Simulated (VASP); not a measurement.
Crystal: C.

```
CELL_PARAMETERS angstrom
2.46100 0.00000 0.00000
-1.23050 2.13129 0.00000
0.00000 0.00000 8.04960
ATOMIC_POSITIONS crystal
C 0.00000 0.00000 0.25000
C 0.33333 0.66667 0.25000
C 0.00000 0.00000 0.75000
C 0.66667 0.33333 0.75000
```

The cell was built by a generator and needn't be a form met in nature.

Base run:

```yaml
Program: VASP 6.6.1
Functional: PBE
Dispersion: MBD
Potentials_or_basis: VASP PAW PBE potentials, release 64 (C)
Cutoff: 520 eV
k_mesh: 16 × 16 × 4
Occupations: fermi-dirac, width 0.05 eV
Spin: no spin polarisation
```

Its results: band gap on the k mesh 1.00 eV, direct; pressure 0.2 GPa.

Question: The run is repeated on the same cell with these changes: dispersion from MBD to D3(BJ). What comes out?

Answer: Band gap on the k mesh 1.00 eV, direct; pressure 1.1 GPa.

A k mesh can miss the band edges.

Not every run made on this cell is shown here.
